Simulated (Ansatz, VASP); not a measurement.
# Cs15K8Li18F41 in two plane-wave programs, part 2 of 3

Aim: how closely do two programs agree when they are given the same cell, functional and k mesh? Of the first pair: The structure shown is the start of the Ansatz relaxation below; VASP solves that cell, so the two are compared at the walk's first step.

VASP 6.6.1 and Ansatz 0.2.0.

So far: Starting point; Ansatz: relaxation, RPBE.

**3. VASP: single point, RPBE, start cell, pair 1**

Level of this step: RPBE; plane waves and PAW (Cs_sv, K_sv, Li_sv, F) (VASP).

The same cell, functional, mesh and smearing now go to VASP, with its own data sets.

Lines of VASP's logs that name or quote its potential files are left out, and so is its time.

The input, INCAR:

```
SYSTEM = Cs15K8Li18F41
PREC = Accurate
ENCUT = 650
EDIFF = 1E-06
NELM = 120
ISMEAR = 0
SIGMA = 0.025
LREAL = Auto
ALGO = Normal
GGA = RP
NBANDS = 336
LORBIT = 11
LWAVE = .FALSE.
LCHARG = .FALSE.
ISIF = 2
LASPH = .TRUE.
GGA_COMPAT = .FALSE.
EFERMI = MIDGAP
NCORE = 2
```

The input, POSCAR:

```
Cs15K8Li18F41
1.0
   13.3410000000      0.0000000000      0.0000000000
    0.0000000000     13.3410000000      0.0000000000
    0.0000000000      0.0000000000     13.3410000000
Cs K Li F
15 8 18 41
Direct
    0.3153586688      0.4349823851      0.1496214677
    0.8977512930      0.0609024811      0.6777378008
    0.7956824826      0.3454013942      0.9774304775
    0.8070234615      0.2029982760      0.3827898958
    0.1863803313      0.1128176299      0.3345326437
    0.7978712240      0.5280488719      0.6287384754
    0.6080278840      0.6993703620      0.4678210029
    0.2760887490      0.1267970917      0.7172400870
    0.3503485496      0.6837193614      0.6734802489
    0.9831871674      0.7092871599      0.6374784499
    0.0777003223      0.8962821378      0.0531594333
    0.3630162656      0.1504534892      0.0142867851
    0.3297503935      0.4341203808      0.8197586388
    0.4147964920      0.3280863503      0.4193014017
    0.2135597032      0.7323364066      0.3659920546
    0.6318266996      0.6415785923      0.8516378083
    0.8162581516      0.8461509632      0.2583614422
    0.0847012968      0.6094295780      0.1402518552
    0.5880893486      0.9094970392      0.2751892662
    0.0704669815      0.4687729556      0.7380706094
    0.8374634585      0.8319991005      0.8920095945
    0.4304325013      0.7466606701      0.1412637733
    0.5508432651      0.1368563076      0.7458586313
    0.8433700622      0.0852110037      0.1039127502
    0.5901131849      0.0109287160      0.9997226595
    0.0377033206      0.0784573870      0.9127201859
    0.5944232067      0.0503110711      0.4718087100
    0.8019263923      0.8310471479      0.5254703545
    0.5979836594      0.8704969642      0.6772580766
    0.1368787947      0.4708792444      0.5135971816
    0.5485795667      0.3417809759      0.8966569223
    0.1149763886      0.3978412413      0.2869200210
    0.6970392025      0.6179521775      0.1416310621
    0.0836519002      0.2767633611      0.0241736002
    0.9121580091      0.5523124204      0.4112285436
    0.3874372236      0.9729405592      0.4606326362
    0.8829622967      0.5991679784      0.0183869275
    0.0666067011      0.2500562177      0.7418409415
    0.9986807586      0.9469979762      0.3881493141
    0.4555430627      0.8442920321      0.8789221198
    0.0169777378      0.2782400120      0.5316767858
    0.6053069485      0.2342627989      0.4769882318
    0.4567573645      0.5620418260      0.4915898358
    0.4083726857      0.7075181770      0.9120605652
    0.5832921070      0.9023836294      0.8389476051
    0.0894685556      0.3447792519      0.8904205082
    0.8083277116      0.6595907353      0.4462034330
    0.1494115883      0.1364515404      0.9966569223
    0.9807735552      0.4920095945      0.5255378158
    0.5935387152      0.7214976389      0.6635409639
    0.4546810584      0.3339479799      0.0397571396
    0.5477325538      0.9922719436      0.6096919271
    0.4072933063      0.8227569148      0.4216325613
    0.9310621393      0.8898208530      0.4959523274
    0.0276665917      0.8613672139      0.8409714414
    0.0879919047      0.1031032157      0.7665992055
    0.9305899108      0.0233415786      0.2046623192
    0.1267596132      0.5185518327      0.3809834345
    0.7574694551      0.6812008095      0.9979836594
    0.9102690953      0.2806686155      0.6686005547
    0.6847462709      0.0202683457      0.1231466907
    0.2741998351      0.6304399970      0.1569897309
    0.4624091148      0.0519301402      0.3804362492
    0.1883666892      0.5669589986      0.6288284237
    0.8242335657      0.4950678360      0.1208380181
    0.4328311221      0.2673187917      0.8352222472
    0.5515778427      0.4717712315      0.8336031782
    0.7966194438      0.7808410164      0.6865602279
    0.6023236639      0.1560827524      0.9501911401
    0.1251705269      0.3407165880      0.5990330560
    0.2626489768      0.0621017915      0.5179671689
    0.9236489019      0.7067611124      0.1224495915
    0.8978487370      0.5598530845      0.8703170677
    0.0123828798      0.0962221723      0.4948579567
    0.2361592085      0.3085675736      0.3009969268
    0.4890562926      0.8965294955      0.0208080354
    0.0722884342      0.3969717412      0.1329585488
    0.7055692977      0.9299827599      0.4409114759
    0.0226819579      0.2839217450      0.3413986957
    0.9102915823      0.0877070684      0.9628288734
    0.0824226070      0.8250431002      0.2740574170
    0.6307398246      0.7206131474      0.2281163331
```

The input, KPOINTS:

```
Automatic mesh
0
Gamma
1 1 1
0 0 0
```

PAW data sets: Cs_sv, K_sv, Li_sv and F (PBE family, release 64).

Started as:

```
> mpirun -np 8 vasp_gam
```

Numbers of over 12 decimals in the logs are rounded to 6 here.

What it wrote:

```text
[banner, memory and clock lines left out]
running    8 mpi-ranks, on    1 nodes
[...]
|                                                                             |
|               ----> ADVICE to this user running VASP <----                  |
|                                                                             |
|     You enforced a specific xc type in the INCAR file but a different       |
|     [... a line on the potential file left out ...]
|     I HOPE YOU KNOW WHAT YOU ARE DOING!                                     |
|                                                                             |

 LDA part: xc-table for (Slater+PW92), standard interpolation
 POSCAR, INCAR and KPOINTS ok, starting setup
[...]
entering main loop
       N       E                     dE             d eps       ncg     rms          rms(c)
DAV:   1     0.721400654268E+04    0.72140E+04   -0.31275E+05   672   0.185E+03
DAV:   2     0.585378250072E+03   -0.66286E+04   -0.63587E+04   864   0.443E+02
DAV:   3    -0.334770722134E+03   -0.92015E+03   -0.91552E+03   800   0.169E+02
DAV:   4    -0.380706870682E+03   -0.45936E+02   -0.45698E+02   896   0.386E+01
[...]
DAV:  22    -0.322535729703E+03    0.31407E-05   -0.39231E-06   664   0.587E-03    0.282E-03
DAV:  23    -0.322535728627E+03    0.10766E-05   -0.21984E-06   592   0.437E-03    0.149E-03
DAV:  24    -0.322535728314E+03    0.31307E-06   -0.90760E-07   504   0.216E-03
   1 F= -.32253573E+03 E0= -.32253573E+03  d E =0.000000E+00
```

From OUTCAR (step 3):

```text
  FREE ENERGIE OF THE ION-ELECTRON SYSTEM (eV)
  ---------------------------------------------------
  free  energy   TOTEN  =      -322.5357283137 eV

  energy  without entropy=     -322.5357283137  energy(sigma->0) =     -322.53572831

[... 1 further part left out ...]
```

The run ends at a pressure of -1.72 GPa, with forces up to 1.6 eV/Å.

**4. Comparison**

Known differences besides the potentials themselves: the cutoff is 420 eV in Ansatz and 650 eV in VASP (PREC = Accurate, projectors in real space); Ansatz makes its cores anew for this functional, VASP keeps those of its PBE data sets. Total energies have different zeros and are not compared.

Forces on 8 of the 82 atoms, those with the largest forces and the largest differences (eV/Å; atoms numbered as in POSCAR):

```
atom          Ansatz x, y, z            VASP x, y, z
 Cs7  -1.019, -0.171, -0.626  -1.016, -0.157, -0.658
Cs13     0.159, 0.427, 0.202     0.133, 0.460, 0.198
Cs15    0.950, -0.774, 0.690    1.000, -0.820, 0.729
Li31   -1.188, -0.043, 0.430   -1.196, -0.054, 0.435
Li40    0.933, -0.504, 1.255    0.931, -0.500, 1.267
 F47   1.277, -0.503, -0.047   1.300, -0.512, -0.054
 F56    -0.583, 0.925, 0.573    -0.616, 0.931, 0.595
 F81   -0.885, 1.098, -0.168   -0.938, 1.141, -0.201
```

The forces differ by 14 meV/Å r.m.s., which is 3.1 % of the r.m.s. force of 0.444 eV/Å (both taken over all components).

**5. Ansatz: relaxation, RPBE**

This run makes the geometry at which the two programs are then compared. The cell compared in this pair holds 1974.61 Å³, against 2374.46 Å³ for the pair before.

The structure compared here is the end of the Ansatz relaxation.

The input, input.yaml:

```yaml
crystal:
  lattice:
    - [13.341, 0.0, 0.0]
    - [0.0, 13.341, 0.0]
    - [0.0, 0.0, 13.341]
  atoms:
    - { symbol: Cs, position: [0.31536, 0.43498, 0.14962] }
    - { symbol: Cs, position: [0.89775, 0.0609, 0.67774] }
    - { symbol: Cs, position: [0.79568, 0.3454, 0.97743] }
    - { symbol: Cs, position: [0.80702, 0.203, 0.38279] }
    - { symbol: Cs, position: [0.18638, 0.11282, 0.33453] }
    - { symbol: Cs, position: [0.79787, 0.52805, 0.62874] }
    - { symbol: Cs, position: [0.60803, 0.69937, 0.46782] }
    - { symbol: Cs, position: [0.27609, 0.1268, 0.71724] }
    - { symbol: Cs, position: [0.35035, 0.68372, 0.67348] }
    - { symbol: Cs, position: [0.98319, 0.70929, 0.63748] }
    - { symbol: Cs, position: [0.0777, 0.89628, 0.05316] }
    - { symbol: Cs, position: [0.36302, 0.15045, 0.01429] }
    - { symbol: Cs, position: [0.32975, 0.43412, 0.81976] }
    - { symbol: Cs, position: [0.4148, 0.32809, 0.4193] }
    - { symbol: Cs, position: [0.21356, 0.73234, 0.36599] }
    - { symbol: K, position: [0.63183, 0.64158, 0.85164] }
    - { symbol: K, position: [0.81626, 0.84615, 0.25836] }
    - { symbol: K, position: [0.0847, 0.60943, 0.14025] }
    - { symbol: K, position: [0.58809, 0.9095, 0.27519] }
    - { symbol: K, position: [0.07047, 0.46877, 0.73807] }
    - { symbol: K, position: [0.83746, 0.832, 0.89201] }
    - { symbol: K, position: [0.43043, 0.74666, 0.14126] }
    - { symbol: K, position: [0.55084, 0.13686, 0.74586] }
    - { symbol: Li, position: [0.84337, 0.08521, 0.10391] }
    - { symbol: Li, position: [0.59011, 0.01093, 0.99972] }
    - { symbol: Li, position: [0.0377, 0.07846, 0.91272] }
    - { symbol: Li, position: [0.59442, 0.05031, 0.47181] }
    - { symbol: Li, position: [0.80193, 0.83105, 0.52547] }
    - { symbol: Li, position: [0.59798, 0.8705, 0.67726] }
    - { symbol: Li, position: [0.13688, 0.47088, 0.5136] }
    - { symbol: Li, position: [0.54858, 0.34178, 0.89666] }
    - { symbol: Li, position: [0.11498, 0.39784, 0.28692] }
    - { symbol: Li, position: [0.69704, 0.61795, 0.14163] }
    - { symbol: Li, position: [0.08365, 0.27676, 0.02417] }
    - { symbol: Li, position: [0.91216, 0.55231, 0.41123] }
    - { symbol: Li, position: [0.38744, 0.97294, 0.46063] }
    - { symbol: Li, position: [0.88296, 0.59917, 0.01839] }
    - { symbol: Li, position: [0.06661, 0.25006, 0.74184] }
    - { symbol: Li, position: [0.99868, 0.947, 0.38815] }
    - { symbol: Li, position: [0.45554, 0.84429, 0.87892] }
    - { symbol: Li, position: [0.01698, 0.27824, 0.53168] }
    - { symbol: F, position: [0.60531, 0.23426, 0.47699] }
    - { symbol: F, position: [0.45676, 0.56204, 0.49159] }
    - { symbol: F, position: [0.40837, 0.70752, 0.91206] }
    - { symbol: F, position: [0.58329, 0.90238, 0.83895] }
    - { symbol: F, position: [0.08947, 0.34478, 0.89042] }
    - { symbol: F, position: [0.80833, 0.65959, 0.4462] }
    - { symbol: F, position: [0.14941, 0.13645, 0.99666] }
    - { symbol: F, position: [0.98077, 0.49201, 0.52554] }
    - { symbol: F, position: [0.59354, 0.7215, 0.66354] }
    - { symbol: F, position: [0.45468, 0.33395, 0.03976] }
    - { symbol: F, position: [0.54773, 0.99227, 0.60969] }
    - { symbol: F, position: [0.40729, 0.82276, 0.42163] }
    - { symbol: F, position: [0.93106, 0.88982, 0.49595] }
    - { symbol: F, position: [0.02767, 0.86137, 0.84097] }
    - { symbol: F, position: [0.08799, 0.1031, 0.7666] }
    - { symbol: F, position: [0.93059, 0.02334, 0.20466] }
    - { symbol: F, position: [0.12676, 0.51855, 0.38098] }
    - { symbol: F, position: [0.75747, 0.6812, 0.99798] }
    - { symbol: F, position: [0.91027, 0.28067, 0.6686] }
    - { symbol: F, position: [0.68475, 0.02027, 0.12315] }
    - { symbol: F, position: [0.2742, 0.63044, 0.15699] }
    - { symbol: F, position: [0.46241, 0.05193, 0.38044] }
    - { symbol: F, position: [0.18837, 0.56696, 0.62883] }
    - { symbol: F, position: [0.82423, 0.49507, 0.12084] }
    - { symbol: F, position: [0.43283, 0.26732, 0.83522] }
    - { symbol: F, position: [0.55158, 0.47177, 0.8336] }
    - { symbol: F, position: [0.79662, 0.78084, 0.68656] }
    - { symbol: F, position: [0.60232, 0.15608, 0.95019] }
    - { symbol: F, position: [0.12517, 0.34072, 0.59903] }
    - { symbol: F, position: [0.26265, 0.0621, 0.51797] }
    - { symbol: F, position: [0.92365, 0.70676, 0.12245] }
    - { symbol: F, position: [0.89785, 0.55985, 0.87032] }
    - { symbol: F, position: [0.01238, 0.09622, 0.49486] }
    - { symbol: F, position: [0.23616, 0.30857, 0.301] }
    - { symbol: F, position: [0.48906, 0.89653, 0.02081] }
    - { symbol: F, position: [0.07229, 0.39697, 0.13296] }
    - { symbol: F, position: [0.70557, 0.92998, 0.44091] }
    - { symbol: F, position: [0.02268, 0.28392, 0.3414] }
    - { symbol: F, position: [0.91029, 0.08771, 0.96283] }
    - { symbol: F, position: [0.08242, 0.82504, 0.27406] }
    - { symbol: F, position: [0.63074, 0.72061, 0.22812] }
kpoints:
  mp_grid: { grid: [1, 1, 1] }
hamiltonian:
  xc: rpbe
scf:
  occupations: { method: gaussian, width: 0.025 }
output:
  forces: true
relax:
  f_tol: 0.05
  max_steps: 200
  cell: {}
```

Started as:

```
> ansatz run input.yaml --threads 4 --pin off --max-ram 8192MiB --backend cpu --events-out ev --progress --plain --runs-dir out
```

What it wrote:

```text
[...]
Crystal: 82 atoms, lattice volume = 2374.462 Å³
Basis set: ecut = 420 eV, 46297 PW (Γ), exchange–correlation on 180×180×180 points (8 copies of the dense FFT grid, shifted against one another)
Bands: 356, of which v1, the nominal top of the filled ones, is band 274 counted from 1 (273 counted from 0)
Symmetry: 1 space group operations
[...]
k-points: 1
[...]
- { symbol: F, position: [0.432237, 0.724882, 0.937054] }
    - { symbol: F, position: [0.571804, 0.891590, 0.819868] }
    - { symbol: F, position: [0.082748, 0.369746, 0.942110] }
    - { symbol: F, position: [0.973805, 0.630849, 0.351753] }
    - { symbol: F, position: [0.131688, 0.122815, 1.031045] }
    - { symbol: F, position: [0.986057, 0.574310, 0.607370] }
[...]
- { symbol: F, position: [0.000280601, 0.378342, 0.441705] }
    - { symbol: F, position: [0.929647, 0.194931, 1.025459] }
    - { symbol: F, position: [0.067696, 0.968543, 0.321364] }
    - { symbol: F, position: [0.553957, 0.588954, 0.159326] }
[key lines of the parts left out:]
P = ⅓ Tr σ = -0.0022 GPa (-0.022 kbar)
```

(Part 2 of 3 ends here.)

[Lines on the potential files, build, host, timing and source positions are cut from VASP's logs without a mark.]

[Logs are printed without paths, hosts, clocks, repeated set-up lines and the standing remarks that a program may print on its own settings, such as how far it seeks lower states.]

[Hosts, paths, dates, database ids (printed as entryN), source tags and the programs' standing remarks are cut or masked in the printed files.]
